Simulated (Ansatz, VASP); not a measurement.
# Mo2CO2 in two plane-wave programs

Aim: how closely do two programs agree when they are given the same cell, functional and k mesh? Of the first pair: The structure shown is the start of the Ansatz relaxation below; VASP solves that cell, so the two are compared at the walk's first step.

Calculated with Ansatz 0.2.0; plane waves, with VASP 6.6.1 beside it; single point at PBE.

## (1) The starting structure

The cell holds 10 atoms: 2 C, 4 Mo and 4 O. Its edges and angles: a = 3.093 Å, b = 5.358 Å, c = 32.600 Å, α = 90.0°, β = 90.0°, γ = 90.0°. It derives from Mo2CO2. Vacuum lies along c.

## (2) Ansatz: relaxation, PBE

Ansatz runs on its PAW soft_1 files.

The two programs are compared at the cell with which this relaxation starts, whose forces are those of its first step.

Contents of input.yaml:

```yaml
crystal:
  lattice:
    - [3.0933938177, 0.0, 0.0]
    - [0.0, 5.3579152601, 0.0]
    - [0.0, 0.0, 32.6]
  atoms:
    - { symbol: C, position: [0.0, -0.0038688807, 0.3043782904] }
    - { symbol: C, position: [0.5, 0.5038688807, 0.3091186422] }
    - { symbol: Mo, position: [0.0, 0.3210707078, 0.3409248653] }
    - { symbol: Mo, position: [0.5, 0.8455959588, 0.3410635274] }
    - { symbol: Mo, position: [0.5, 0.1789292922, 0.2725720673] }
    - { symbol: Mo, position: [1.0, 0.6544040412, 0.2724334052] }
    - { symbol: O, position: [0.5, 0.1638369984, 0.3768846211] }
    - { symbol: O, position: [1.0, 0.669496335, 0.3736768468] }
    - { symbol: O, position: [0.0, 0.3361630016, 0.2366123115] }
    - { symbol: O, position: [0.5, 0.830503665, 0.2398200858] }
  periodic: [true, true, false]
kpoints:
  mp_grid: { grid: [12, 8, 1] }
hamiltonian:
  xc: pbe
  pseudopotentials: { kind: paw, azcp: { folder: soft_1 } }
scf:
  occupations: { method: methfessel_paxton, width: 0.2 }
output:
  forces: true
  stress: true
  eigenvalues: true
  write_density: true
  write_potential: true
  elf: true
  volumetric_format: npy
relax:
  adjacent_minimum: "off"
  f_tol: 0.002
  max_steps: 120
  cell: { stress_2d_tol: 0.005 }
```

The run is started by

```bash
ansatz run input.yaml --threads 4 --pin off --max-ram 16384MiB --backend cpu --events-out ev --progress --plain --runs-dir out
```

Numbers of over 12 decimals in the logs are rounded to 6 here.

The program printed:

```text
Engine: ansatz 0.2.0, aarch64-unknown-linux-gnu
Pseudopotentials: kind: paw
Pseudopotential: C, paw, valence charge 4, recommended cutoff 420 eV (normal), soft_1/C.paw.azcp
Pseudopotential: Mo, paw, valence charge 14, recommended cutoff 420 eV (normal), soft_1/Mo.paw.azcp
Pseudopotential: O, paw, valence charge 6, recommended cutoff 420 eV (normal), soft_1/O.paw.azcp
Functional definition: PBE
  parameter kappa = 0.804
  parameter beta = 0.066725
  exchange = pbe_x(kappa = kappa, mu = beta*pi^2/3)
  correlation = pbe_c(beta = beta)
Crystal: 10 atoms, lattice volume = 540.317 Å³
Basis set: ecut = 420 eV, 10567 PW (Γ), exchange–correlation on 48×72×450 points (8 copies of the dense FFT grid, shifted against one another)
Bands: 54, of which v1, the nominal top of the filled ones, is band 44 counted from 1 (43 counted from 0)
Symmetry: 4 space group operations
Space group: P21/m (ITA 11), of the structure as read, at distance tolerance 8.1e-5 Å
k-points: 35 of 96
Non-local potential: C, projectors of the file, l = 0: 2, l = 1: 2, l = 2: 1
Non-local potential: Mo, projectors of the file, l = 0: 3, l = 1: 2, l = 2: 2, l = 3: 1
Non-local potential: O, projectors of the file, l = 0: 2, l = 1: 2, l = 2: 1
PAW form: soft (Blöchl's): semilocal exchange-correlation on the pseudo side does not see the compensation charge
PAW one-centre angular grid: C, 110 points (default); XC on 64 Gauss nodes
PAW one-centre angular grid: Mo, 590 points (default); XC on 64 Gauss nodes
PAW one-centre angular grid: O, 110 points (default); XC on 64 Gauss nodes
Initial density: superposition of atomic densities (neutral atoms: chi_scale 0, normalization atom)
Initial wavefunctions: pseudopotential atomic-orbital guess
Functional: x = pbe(κ = 0.804, μ = 0.219515), c = pbe(β = 0.066725)
SCF iter   1: F=—  HF=-22614.596595 eV  |F-HF|=—  |Δ(HF+E_count)|=         —  Δρ=1.07e-1  dr2=7.82e1  ethr=3.10e-3  ⟨swp⟩=11.5  Hψ=12643  notcnv=0
preconditioner: auto → LDOS  [metal: Δε(μ)=0.030 eV  Ē_g=10.906 eV  σ=0.200 eV  W_gap=0.13  n_scr=54 (ndim 8)  ℏωp=12.0 eV  f_vac=0.768  D(μ)=1.80/eV (n_scr^D=8)  β→1.0]
SCF iter   2: F=—  HF=-22649.371751 eV  |F-HF|=—  |Δ(HF+E_count)|=    3.48e1  S|Δr|=    0.00e0  Δρ=2.57e-1  dr2=5.02e2  ethr=3.10e-3  ⟨swp⟩=8.1  Hψ=8278  notcnv=0  defer=96  recentre
SCF iter   3: F=—  HF=-22597.875458 eV  |F-HF|=—  |Δ(HF+E_count)|=    5.15e1  S|Δr|=    0.00e0  Δρ=4.15e-2  dr2=1.37e1  ethr=3.10e-3  ⟨swp⟩=7.3  Hψ=7742  notcnv=0  defer=56
SCF iter   4: F=—  HF=-22595.273898 eV  |F-HF|=—  |Δ(HF+E_count)|=    2.60e0  S|Δr|=    0.00e0  Δρ=1.46e-2  dr2=1.93e0  ethr=3.10e-3  ⟨swp⟩=4.1  Hψ=4905  notcnv=0  defer=55
SCF iter   5: F=—  HF=-22595.022754 eV  |F-HF|=—  |Δ(HF+E_count)|=   2.51e-1  S|Δr|=    0.00e0  Δρ=7.53e-3  dr2=6.11e-1  ethr=2.19e-3  ⟨swp⟩=2.7  Hψ=2755  notcnv=0  defer=54
SCF iter   6: F=—  HF=-22594.953133 eV  |F-HF|=—  |Δ(HF+E_count)|=   6.96e-2  S|Δr|=    0.00e0  Δρ=2.38e-3  dr2=6.65e-2  ethr=6.94e-4  ⟨swp⟩=2.7  Hψ=3181  notcnv=0  defer=52
SCF iter   7: F=—  HF=-22594.947955 eV  |F-HF|=—  |Δ(HF+E_count)|=   5.18e-3  S|Δr|=    0.00e0  Δρ=6.66e-4  dr2=3.81e-3  ethr=7.55e-5  ⟨swp⟩=3.2  Hψ=4211  notcnv=0  defer=51
SCF iter   8: F=—  HF=-22594.947126 eV  |F-HF|=—  |Δ(HF+E_count)|=   8.29e-4  S|Δr|=    0.00e0  Δρ=4.17e-4  dr2=1.75e-3  ethr=4.33e-6  ⟨swp⟩=3.7  Hψ=4683  notcnv=0  defer=51
SCF iter   9: F=—  HF=-22594.946889 eV  |F-HF|=—  |Δ(HF+E_count)|=   2.37e-4  S|Δr|=    0.00e0  Δρ=1.86e-4  dr2=3.14e-4  ethr=1.99e-6  ⟨swp⟩=3.1  Hψ=3404  notcnv=0  defer=51
SCF iter  10: F=—  HF=-22594.946845 eV  |F-HF|=—  |Δ(HF+E_count)|=   4.44e-5  S|Δr|=    0.00e0  Δρ=2.94e-5  dr2=6.30e-6  ethr=3.57e-7  ⟨swp⟩=3.7  Hψ=4480  notcnv=0  defer=51
[...]
SCF 1 converged in 14 iterations: F = -22594.946680 eV  dr2 = 1.16e-10
[...]
SCF iter   6: F=-22595.144658 eV  HF=-22595.144658 eV  |F-HF|=9.09e-11  |Δ(HF+E_count)|=  6.91e-11  S|Δr|=    0.00e0  Δρ=8.37e-8  dr2=2.20e-11  ethr=1.00e-12  ⟨swp⟩=11.3  Hψ=16765  notcnv=0
SCF 33 converged in 6 iterations: F = -22595.144658 eV  dr2 = 2.20e-11
relax step  33: F+E_penalty+E_count = -22595.14465808 eV  Δ(F+E_penalty+E_count) = +1.787e-6 eV  max|allowed force component| = 4.644e-4 eV/Å  Δτ_max = 0.0001 Å  P = -0.001 N/m  Ω = 501.882 Å³  energy of the carried Pulay correction = +1.900e-4 eV  fix = [c, alpha, beta]  reactions: c -0.000 N/m; alpha -0.000 N/m/rad  (6 SCF iters, dr2 threshold 3.10e-11 eV, accepted)
iter 1 solved again at ethr=2.77e-7 eV; its pass at ethr=3.10e-3 eV (dr2=2.44e-4 eV) is discarded
SCF iter   1: F=—  HF=-22595.144455 eV  |F-HF|=—  |Δ(HF+E_count)|=         —  Δρ=3.23e-6  dr2=1.68e-8  ethr=2.77e-7  ⟨swp⟩=7.2  Hψ=23236  notcnv=0
eigensolver tolerance schedule: the retry pair's looser diagonalisation over-reported the residual by 14470.20 of it (diagonalisation noise at an unbounded share of the residual, at the tolerance the schedule requests for it); recorded, not acted on — ethr = c·dr2/N_el stays at c = 1.0e-1
SCF iter   2: F=—  HF=-22595.144441 eV  |F-HF|=—  |Δ(HF+E_count)|=   1.45e-5  S|Δr|=    0.00e0  Δρ=2.36e-6  dr2=3.69e-8  ethr=1.91e-11  ⟨swp⟩=7.0  Hψ=9526  notcnv=0
SCF iter   3: F=—  HF=-22595.144441 eV  |F-HF|=—  |Δ(HF+E_count)|=   2.46e-9  S|Δr|=    0.00e0  Δρ=9.28e-7  dr2=3.19e-9  ethr=1.91e-11  ⟨swp⟩=3.4  Hψ=4574  notcnv=0
SCF iter   4: F=—  HF=-22595.144441 eV  |F-HF|=—  |Δ(HF+E_count)|=  5.89e-10  S|Δr|=    0.00e0  Δρ=5.81e-7  dr2=3.11e-9  ethr=3.62e-12  ⟨swp⟩=3.3  Hψ=4435  notcnv=0
SCF iter   5: F=—  HF=-22595.144441 eV  |F-HF|=—  |Δ(HF+E_count)|=   1.04e-9  S|Δr|=    0.00e0  Δρ=2.17e-7  dr2=3.63e-10  ethr=3.53e-12  ⟨swp⟩=2.5  Hψ=2996  notcnv=0
SCF iter   6: F=—  HF=-22595.144441 eV  |F-HF|=—  |Δ(HF+E_count)|=  3.93e-10  S|Δr|=    0.00e0  Δρ=4.33e-8  dr2=1.27e-11  ethr=4.13e-13 (applied; sched 1.00e-12)  ⟨swp⟩=4.2  Hψ=4743  notcnv=0
SCF iter   7: F=—  HF=-22595.144441 eV  |F-HF|=—  |Δ(HF+E_count)|=  4.33e-10  S|Δr|=    0.00e0  Δρ=1.44e-8  dr2=7.38e-13  ethr=1.44e-14 (applied; sched 1.00e-12)  ⟨swp⟩=3.3  Hψ=4377  notcnv=0
SCF iter   8: F=-22595.144441 eV  HF=-22595.144441 eV  |F-HF|=6.18e-11  |Δ(HF+E_count)|=  1.13e-10  S|Δr|=    0.00e0  Δρ=5.69e-9  dr2=2.57e-13  ethr=1.00e-12  ⟨swp⟩=13.5  Hψ=12034  notcnv=0
SCF 34 converged in 8 iterations: F = -22595.144441 eV  dr2 = 2.57e-13
relax step  34: F+E_penalty+E_count = -22595.14444054 eV  Δ(F+E_penalty+E_count) = +2.175e-4 eV  max|allowed force component| = 4.571e-4 eV/Å  Δτ_max = 0.0000 Å  P = -0.003 N/m  Ω = 501.882 Å³  fix = [c, alpha, beta]  reactions: c +0.000 N/m; alpha -0.000 N/m/rad  stress off target by 4.50e-3 N/m on what of the cell is left free  SCF on the basis re-selected at this cell (its energy is not comparable with the rows above)  (8 SCF iters)
basis re-selected at this cell: Δ(F+E_penalty+E_count) = +2.175e-4 eV, ΔP = -0.002 N/m vs the last step (what re-selecting the basis moved, of the pressure what is left beyond the Pulay correction that the steps carried, after the strain that the cell walked since its last selection, with what the two solves' SCF thresholds leave and, on support functions, any second-order correction that the steps lacked; it is no m [...]
SCF converged after 8 iterations
Stability not checked: this state was not tested for a lower state beside it, because cold or Methfessel-Paxton smearing, or corrected tetrahedra, fill the levels in a way that the test cannot read (fill_not_monotonic; see scf.lower_state_search)
Free energy (F): -22595.144441 eV
Harris-Foulkes:  -22595.144441 eV  (|F-HF|=6.18e-11)
Internal energy: -22595.160958 eV  (E = F + TS)
E sigma→0 (E₀):  -22595.148570 eV
Entropy (-TS):   0.016517 eV (1.652 meV/atom)
Fermi energy:    -6.877027 eV
Step filling:    the computed levels leave a gap of 0.0097 eV = 0.0 smearing widths at the electron count; against every level under it full and every level over it empty, smearing changes F+E_penalty+E_count by +2.008 meV and its σ→0 estimate by -2.121 meV
--- Per-component energies (eV) ---
  E_band       = -2327.337331
  E_kinetic    = 2530.857292
  E_local      = -286233.183282  (includes V_loc(G=0)·N_el)
  E_nonlocal   = 842.739971
  E_hartree    = 141355.342236
  E_xc         = -1084.863900
  E_vxc        = -1359.651233  (∫ρ·V_xc dr)
  E_paw        = -13691.910158  (= ΣΔE_a)
  E_vpaw       = -818.787924  (= ΣTr[D̂ρ^β])
  E_aug_tail   = 0.003327  (compensation charges beyond the density's cutoff)
  E_ewald      = 133685.853556
  E_smearing   = 0.016517  (= −TS)
  E_closure    = 0.000000  (closes the sum)
  Σ components = -22595.144441   (vs F -22595.144441, Δ=0.00e0)
--- Forces (eV/Å), atoms counted from 1 ---
  atom   1  C      0.00000000     0.00022774     0.00028589
  atom   2  C      0.00000000    -0.00022774    -0.00028589
  atom   3  Mo     0.00000000    -0.00015473    -0.00003154
  atom   4  Mo     0.00000000    -0.00007188    -0.00045711
  atom   5  Mo     0.00000000     0.00015473     0.00003154
  atom   6  Mo     0.00000000     0.00007188     0.00045711
  atom   7  O      0.00000000     0.00007239     0.00004327
  atom   8  O      0.00000000    -0.00007951     0.00005437
  atom   9  O      0.00000000    -0.00007239    -0.00004327
  atom  10  O      0.00000000     0.00007951    -0.00005437
  max |Σ_I F_I| component: 4.07e-20 eV/Å
--- 2D stress c σ (N/m, compression-positive) ---
       -0.001608       0.000000       0.000000
        0.000000      -0.004498       0.000000
        0.000000       0.000000      -0.000000
  P = ½ c Tr σ = -0.0031 N/m
--- Band table (eV; the first three rows and the last of 35) ---
  k-point 0: bands = [... 40 lower, -8.1225, -7.8384, -7.4471, -7.1296, -6.8022, -6.3123, -5.6826, -5.4368, ... 6 higher]
  k-point 1: bands = [... 40 lower, -8.2334, -7.7064, -7.4500, -7.1422, -6.7339, -6.3827, -5.8016, -5.6051, ... 6 higher]
  k-point 2: bands = [... 40 lower, -8.3718, -7.6421, -7.4742, -7.1418, -6.6658, -6.4575, -6.2423, -5.4651, ... 6 higher]
  k-point 34: bands = [... 40 lower, -8.3421, -8.3421, -7.2474, -7.2474, -5.3575, -5.3575, -4.9047, -4.9047, ... 6 higher]
--- Relaxed structure (32 steps of the walk, 29 accepted, 2 SCFs on fresh bases) ---
  F+E_penalty+E_count = -22595.14444054 eV   max|allowed force component| = 4.571e-4 eV/Å   (the final SCF, on the basis selected at the relaxed cell)
  cell:  # Å, volume = 501.8822 Å³
    - [2.998297, 0.0, 0.0]
    - [0.0, 5.134634, 0]
    - [0.0, 0, 32.6]
  atoms:
    - { symbol: C, position: [0, -0.00359253, 0.303835] }
    - { symbol: C, position: [0.5, 0.503593, 0.309662] }
    - { symbol: Mo, position: [0, 0.319269, 0.348298] }
    - { symbol: Mo, position: [0.5, 0.893397, 0.345219] }
    - { symbol: Mo, position: [0.5, 0.180731, 0.265199] }
    - { symbol: Mo, position: [1.0, 0.606603, 0.268278] }
    - { symbol: O, position: [0.5, 0.204656, 0.387137] }
    - { symbol: O, position: [1.0, 0.689247, 0.375801] }
    - { symbol: O, position: [0, 0.295344, 0.226360] }
    - { symbol: O, position: [0.5, 0.810753, 0.237696] }
```

Reading the cycles: dr2 is the Hartree energy of the density residual (eV), the measure of convergence; HF is the Harris–Foulkes estimate of the energy, which meets the free energy F at convergence.

(Continued in part 2 of 2.)

[Lines on the potential files, build, host, timing and source positions are cut from VASP's logs without a mark.]

[Logs are printed without paths, hosts, clocks, repeated set-up lines and the standing remarks that a program may print on its own settings, such as how far it seeks lower states.]

[Hosts, paths, dates, database ids (printed as entryN), source tags and the programs' standing remarks are cut or masked in the printed files.]
